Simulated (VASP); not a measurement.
Method: PBE GGA with D3 dispersion (Becke-Johnson damping), VASP's PBE PAW potentials (set 64) (plane waves; VASP).

VASP input:

KPOINTS:
```
Automatic mesh
0
Gamma
13 13 13
0 0 0
```

### POSCAR
```
ZrC
1
    0.0000000000     2.3375805463     2.3375805463
    2.3375805463     0.0000000000     2.3375805463
    2.3375805463     2.3375805463     0.0000000000
Zr C
1 1
Direct
  0.0000000000   0.0000000000   0.0000000000
  0.5000000000   0.5000000000   0.5000000000
```

### INCAR
```
ALGO  =  Normal
EDIFF  =  1E-7
ENCUT  =  520
GGA  =  PE
ISIF  =  2
ISMEAR  =  1
IVDW  =  12
LASPH  =  .TRUE.
LCHARG  =  .FALSE.
LMAXMIX  =  4
LREAL  =  .FALSE.
LWAVE  =  .FALSE.
NELM  =  100
PREC  =  Accurate
SIGMA  =  0.1
SYSTEM  =  ZrC
```

POTCAR, in this order: Zr_sv C (PBE.64 set). Program: vasp_std.

Output of the run:

### OSZICAR
```
       N       E                     dE             d eps       ncg     rms          rms(c)
DAV:   1     0.110815065221E+03    0.11082E+03   -0.89916E+03  2016   0.135E+03
DAV:   2    -0.169829190574E+02   -0.12780E+03   -0.12025E+03  2384   0.336E+02
DAV:   3    -0.226673138666E+02   -0.56844E+01   -0.55701E+01  2936   0.644E+01
DAV:   4    -0.228954585822E+02   -0.22814E+00   -0.22801E+00  2648   0.119E+01
DAV:   5    -0.229000031674E+02   -0.45446E-02   -0.45444E-02  2896   0.158E+00    0.219E+01
DAV:   6    -0.195828053216E+02    0.33172E+01   -0.16305E+01  2272   0.284E+01    0.843E+00
DAV:   7    -0.194617538365E+02    0.12105E+00   -0.72615E-01  2392   0.694E+00    0.613E+00
DAV:   8    -0.194558775571E+02    0.58763E-02   -0.13333E-01  2184   0.347E+00    0.146E+00
DAV:   9    -0.194516956177E+02    0.41819E-02   -0.29938E-02  2444   0.117E+00    0.461E-01
DAV:  10    -0.194520525083E+02   -0.35689E-03   -0.19791E-03  2372   0.569E-01    0.350E-01
DAV:  11    -0.194518648755E+02    0.18763E-03   -0.68349E-04  2276   0.206E-01    0.171E-02
DAV:  12    -0.194518633550E+02    0.15204E-05   -0.11892E-05  2908   0.378E-02    0.118E-02
DAV:  13    -0.194518629650E+02    0.39001E-06   -0.41025E-07  2332   0.605E-03    0.111E-03
DAV:  14    -0.194518629700E+02   -0.49479E-08   -0.17937E-08  1216   0.115E-03
   1 F= -.20264854E+02 E0= -.20264790E+02  d E =-.190113E-03
```

### OUTCAR
```
------------------------ aborting loop because EDIFF is reached ----------------------------------------
 Edisp (eV)   -0.81299
  FORCE on cell =-STRESS in cart. coord.  units (eV):
  Direction    XX          YY          ZZ          XY          YZ          ZX
  --------------------------------------------------------------------------------------
  Total      -0.00777    -0.00777    -0.00777     0.00000     0.00000     0.00000
  in kB      -0.48758    -0.48758    -0.48758     0.00000     0.00000     0.00000
  external pressure =       -0.49 kB  Pullay stress =        0.00 kB
  volume of cell :       25.55
      direct lattice vectors                 reciprocal lattice vectors
     0.000000000  2.337580546  2.337580546    -0.213896373  0.213896373  0.213896373
     2.337580546  0.000000000  2.337580546     0.213896373 -0.213896373  0.213896373
     2.337580546  2.337580546  0.000000000     0.213896373  0.213896373 -0.213896373
 POSITION                                       TOTAL-FORCE (eV/Angst)
 -----------------------------------------------------------------------------------
      0.00000      0.00000      0.00000         0.000000      0.000000     -0.000000
      2.33758      2.33758      2.33758        -0.000000     -0.000000      0.000000
 -----------------------------------------------------------------------------------
    total drift:                                0.000000      0.000000      0.000000
  FREE ENERGIE OF THE ION-ELECTRON SYSTEM (eV)
  ---------------------------------------------------
  free  energy   TOTEN  =       -20.2648535984 eV

  energy  without entropy=      -20.2646634856  energy(sigma->0) =      -20.26479023
```
(Selected blocks of OUTCAR.)

OUTCAR:
```
 val. band max:        9.8512881415   @ k =   0.4615   0.4615   0.0000

 cond. band min:       9.9176479177   @ k =   0.3077   0.2308   0.0000


 Fermi energy:         9.8512910215

 k-point     1 :       0.0000    0.0000    0.0000
  band No.  band energies     occupation
      1     -38.2436      2.00000
      2     -15.9430      2.00000
      3     -15.9430      2.00000
      4     -15.9430      2.00000
      5      -1.5626      2.00000
      6      10.7398     -0.00000
      7      10.7398     -0.00000
      8      10.7398     -0.00000
      9      10.8994     -0.00000
     10      10.8994     -0.00000
     11      10.8994     -0.00000
     12      12.6590      0.00000

 k-point     2 :       0.0769    0.0000    0.0000
  band No.  band energies     occupation
      1     -38.2375      2.00000
      2     -15.9991      2.00000
      3     -15.9479      2.00000
      4     -15.9479      2.00000
      5      -1.4243      2.00000
      6       9.7762      1.95266
      7      10.0106     -0.04680
      8      10.0106     -0.04680
      9      11.1746     -0.00000
     10      11.1746     -0.00000
     11      11.5596     -0.00000
     12      13.3977      0.00000

 k-point     3 :       0.1538    0.0000    0.0000
  band No.  band energies     occupation
      1     -38.2203      2.00000
      2     -16.1515      2.00000
      3     -15.9612      2.00000
      4     -15.9612      2.00000
      5      -1.0312      2.00000
      6       8.5648      2.00000
      7       9.0412      2.00000
      8       9.0412      2.00000
      9      11.5923     -0.00000
     10      11.5923     -0.00000
     11      12.0454      0.00000
     12      14.7803      0.00000

 k-point     4 :       0.2308    0.0000    0.0000
  band No.  band energies     occupation
      1     -38.1959      2.00000
      2     -16.3591      2.00000
      3     -15.9798      2.00000
      4     -15.9798      2.00000
      5      -0.4411      2.00000
      6       7.3312      2.00000
...
```

The compound is ZrC in the rock salt structure. It was relaxed first.
